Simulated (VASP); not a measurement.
```
RuP
1.0
    3.69908     0.00000     0.00000
   -1.84954     3.20350     0.00000
    0.00000     0.00000     5.70210
Ru P
2 2
Direct
  0.33333   0.66667   0.99243
  0.66667   0.33333   0.49243
  0.33333   0.66667   0.38257
  0.66667   0.33333   0.88257
```

These are LDA (Ceperley-Alder, Perdew-Zunger), VASP's LDA PAW potentials (set 64) (plane waves; VASP 6.6.1) values and carry that method's errors. Run with 400 eV cut-off, 11×11×6 Γ-centred mesh, tetrahedra with Blöchl corrections, potentials Ru_pv P.

Q: The job: RuP (relaxed from the wurtzite structure, space group P6_3mc), 4 atoms, LDA, static run, 400 eV, 11×11×6 Γ-centred mesh. Roughly how much core time does it take on a busy server core?

A: About 20 core-seconds (one run on a shared machine, a rough figure). It had 64 irreducible k-points, 23 bands, up to 1248 plane waves and 14 electronic steps.

The structure was generated: RuP was put into the wurtzite type (P6_3mc), which need not be its known phase. It was relaxed first, which changed the volume by -32 %.
